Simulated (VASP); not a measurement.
Output of a VASP run:

### OSZICAR
```
       N       E                     dE             d eps       ncg     rms          rms(c)
DAV:   1     0.346473818422E+03    0.34647E+03   -0.18054E+04   528   0.148E+03
DAV:   2     0.258946943012E+02   -0.32058E+03   -0.31302E+03   664   0.291E+02
DAV:   3    -0.118653047092E+02   -0.37760E+02   -0.37604E+02   586   0.115E+02
DAV:   4    -0.133205958738E+02   -0.14553E+01   -0.14511E+01   690   0.268E+01
DAV:   5    -0.133645415601E+02   -0.43946E-01   -0.43938E-01   780   0.423E+00    0.372E+00
DAV:   6    -0.129896585473E+02    0.37488E+00   -0.63384E-01   624   0.412E+00    0.253E+00
DAV:   7    -0.129616447113E+02    0.28014E-01   -0.41883E-01   622   0.269E+00    0.118E+00
DAV:   8    -0.129770183643E+02   -0.15374E-01   -0.65107E-02   562   0.184E+00    0.306E-01
DAV:   9    -0.129770659730E+02   -0.47609E-04   -0.60173E-03   626   0.582E-01    0.151E-01
DAV:  10    -0.129778110114E+02   -0.74504E-03   -0.16738E-03   596   0.246E-01    0.848E-02
DAV:  11    -0.129780831555E+02   -0.27214E-03   -0.87151E-04   534   0.203E-01    0.234E-02
DAV:  12    -0.129780970202E+02   -0.13865E-04   -0.84302E-05   638   0.675E-02    0.291E-02
DAV:  13    -0.129780976557E+02   -0.63543E-06   -0.71667E-06   596   0.175E-02    0.119E-02
DAV:  14    -0.129780972348E+02    0.42090E-06   -0.29547E-06   644   0.129E-02    0.298E-03
DAV:  15    -0.129780973445E+02   -0.10970E-06   -0.61885E-07   580   0.586E-03    0.172E-03
DAV:  16    -0.129780975369E+02   -0.19244E-06   -0.30471E-08   364   0.108E-03    0.518E-04
DAV:  17    -0.129780976065E+02   -0.69622E-07   -0.15953E-08   338   0.921E-04
   1 F= -.12978098E+02 E0= -.12978098E+02  d E =-.314873E-11
```

### OUTCAR
```
------------------------ aborting loop because EDIFF is reached ----------------------------------------
  FORCE on cell =-STRESS in cart. coord.  units (eV):
  Direction    XX          YY          ZZ          XY          YZ          ZX
  --------------------------------------------------------------------------------------
  Total       -0.0325253     -0.0325253     -0.0325253      0.0000000      0.0000000      0.0000000
  in kB       -0.1969825     -0.1969825     -0.1969825      0.0000000      0.0000000      0.0000000
  external PRESSURE =      -0.1969825 kB  Pullay stress =       0.0000000 kB
  volume of cell :      264.55
      direct lattice vectors                 reciprocal lattice vectors
     6.419502249  0.000000000  0.000000000     0.155775317  0.000000000  0.000000000
     0.000000000  6.419502249  0.000000000     0.000000000  0.155775317  0.000000000
     0.000000000  0.000000000  6.419502249     0.000000000  0.000000000  0.155775317
 POSITION                                       TOTAL-FORCE (eV/Angst)
 -----------------------------------------------------------------------------------
      0.00000      0.00000      0.00000         0.000000      0.000000      0.000000
      3.20975      3.20975      3.20975         0.000000      0.000000      0.000000
      3.20975      0.00000      3.20975         0.000000      0.000000      0.000000
      0.00000      3.20975      3.20975         0.000000      0.000000      0.000000
      3.20975      3.20975      0.00000         0.000000      0.000000      0.000000
 -----------------------------------------------------------------------------------
    total drift:                                0.000000     -0.000000     -0.000000
  FREE ENERGIE OF THE ION-ELECTRON SYSTEM (eV)
  ---------------------------------------------------
  free  energy   TOTEN  =       -12.9780976065 eV

  energy  without entropy=      -12.9780976065  energy(sigma->0) =      -12.97809761
```
(Selected blocks of OUTCAR.)

POSCAR:
```
CsSnI3
1
    6.4195022494     0.0000000000     0.0000000000
    0.0000000000     6.4195022494     0.0000000000
    0.0000000000     0.0000000000     6.4195022494
Cs Sn I
1 1 3
Direct
  0.0000000000   0.0000000000   0.0000000000
  0.5000000000   0.5000000000   0.5000000000
  0.5000000000   0.0000000000   0.5000000000
  0.0000000000   0.5000000000   0.5000000000
  0.5000000000   0.5000000000   0.0000000000
```

Problem. Reconstruct the remaining input files.

Solution. One answer among several that fit: the input of the run itself, revPBE GGA, plane waves, VASP's PBE PAW potentials (set 64).

KPOINTS:
```
K-points
0
Gamma
  4 4 4
```

### INCAR
```
ALGO=Normal
EDIFF=1E-7
ENCUT=520
GGA=RE
ISIF=2
ISMEAR=0
LASPH=.TRUE.
LCHARG=.FALSE.
LMAXMIX=4
LREAL=.FALSE.
LWAVE=.FALSE.
NELM=100
PREC=Accurate
SIGMA=0.05
SYSTEM=CsSnI3
```

POTCAR, in this order: Cs_sv Sn_d I (PBE.64 set). Program: vasp_std.

The compound is CsSnI3 in the cubic perovskite structure, the ideal cubic form; the compound distorts at low or room temperature. This cell is one point of a volume scan, at 1.03 of the reference volume.
